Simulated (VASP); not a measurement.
Here is the system:

```yaml
crystal:
  lattice:
    - [0.00000, 2.73664, 2.73664]
    - [2.73664, 0.00000, 2.73664]
    - [2.73664, 2.73664, 0.00000]
  atoms:
    - { symbol: Li, position: [0.00000, 0.00000, 0.00000] }
    - { symbol: Br, position: [0.50000, 0.50000, 0.50000] }
```

Computed with optB88-vdW, VASP's PBE PAW potentials (set 64) (plane waves; VASP 6.6.1). Settings: 520 eV cut-off, Gaussian smearing of 0.050 eV, potentials Li_sv Br.

Question: Give the energies of bands 3 to 8 at the high-symmetry points, in eV from the valence-band maximum.

Answer: 
| band | Γ | X | U | L | W |
|---|---|---|---|---|---|
| 3 | -0.01 | -2.93 | -2.53 | -2.93 | -2.18 |
| 4 | -0.01 | -1.17 | -1.88 | -0.28 | -2.18 |
| 5 | -0.01 | -1.17 | -0.88 | -0.28 | -1.17 |
| 6 | 5.07 | 6.34 | 6.72 | 5.70 | 8.13 |
| 7 | 10.53 | 7.16 | 8.84 | 8.14 | 8.63 |
| 8 | 10.53 | 11.83 | 10.38 | 8.14 | 9.56 |

The gap is indirect, 5.07 eV, from the valence maximum at K-Γ at 0.79 to the conduction minimum at Γ.

Measured: gap 7.60 eV (computed value off by -2.53 eV), as given by Abedi et al., (2022), arXiv:2211.14644.

The compound is LiBr in the rock salt structure. It was relaxed first.
